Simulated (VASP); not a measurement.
Input:

```
CdS
1.0
    2.07576    -3.59532     0.00000
    2.07576     3.59532     0.00000
    0.00000     0.00000     6.74918
Cd S
2 2
Direct
  0.66667   0.33333   0.50007
  0.33333   0.66667   0.00007
  0.66667   0.33333   0.87693
  0.33333   0.66667   0.37693
```

Level of theory: PBE GGA with D4 dispersion, VASP's PBE PAW potentials (set 64) (plane waves; VASP). Run with 520 eV cut-off, 7×7×4 Γ-centred mesh, tetrahedra with Blöchl corrections, potentials Cd S.

The cores are frozen, which limits the accuracy of field gradients.

Task: Give the principal components of the electric field gradient (V/Å²) and the asymmetry η at each nucleus.

Result: 
```tsv
atom	Vxx	Vyy	Vzz	η
Cd1	-1.9	-1.9	3.7	0.00
Cd2	-1.9	-1.9	3.7	0.00
S3	0.1	0.1	-0.3	-
S4	0.1	0.1	-0.3	-
```

The compound is CdS in the wurtzite structure. It was relaxed first.
